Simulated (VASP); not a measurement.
An input for Ansatz (written as the equivalent of a VASP run, and not itself run):

Ansatz 0.2 input:
```yaml
crystal:
  lattice:
    - [0.0000000, 2.8428013, 2.8428013]
    - [2.8428013, 0.0000000, 2.8428013]
    - [2.8428013, 2.8428013, 0.0000000]
  atoms:
    - { symbol: Ba, position: [0.0000000, 0.0000000, 0.0000000] }
    - { symbol: O, position: [0.5000000, 0.5000000, 0.5000000] }
kpoints:
  mp_grid: { grid: [8, 8, 8] }
hamiltonian:
  xc: pbe
  dispersion: d4
  pseudopotentials: { kind: paw }
scf:
  occupations: { method: gaussian, width: 0.05 }
  max_iter: 100
output: { forces: true, stress: true, eigenvalues: true }
```

Q: Translate this input to VASP (INCAR, KPOINTS, POSCAR, choice of POTCAR).

A: Several could match; the one computed here: 
**INCAR**
```
LASPH=.TRUE.   ! aspherical one-centre terms
ISMEAR=0
ENCUT=520   ! plane-wave cut-off (eV)
LREAL=.FALSE.
ALGO=Normal   ! blocked Davidson
EDIFF=1E-7   ! SCF stop (eV)
PREC=Accurate
SIGMA=0.05
LWAVE=.FALSE.
IVDW=13
NELM=100
SYSTEM=BaO
LCHARG=.FALSE.
GGA=PE   ! PBE
LMAXMIX=4   ! l cut-off of mixed one-centre charges
ISIF=2   ! forces and stress, cell fixed
```

File POSCAR:
```
BaO
1
    0.0000000000     2.8428012996     2.8428012996
    2.8428012996     0.0000000000     2.8428012996
    2.8428012996     2.8428012996     0.0000000000
Ba O
1 1
Direct
  0.0000000000   0.0000000000   0.0000000000
  0.5000000000   0.5000000000   0.5000000000
```

File KPOINTS:
```
K-points
0
gamma
8 8 8
```

POTCAR, in this order: Ba_sv O (PBE.64 set). Program: vasp_std.

What does not carry over: each code has its own PAW files, so the cut-off isn't converted (ENCUT is set for VASP's; basis.ecutwfc is left out, and Ansatz then takes the one that its files recommend); Ansatz stops its SCF on the density residual and VASP on the energy change (EDIFF).

The compound is BaO in the rock salt structure. This cell is one point of a volume scan, at 1.06 of the reference volume.
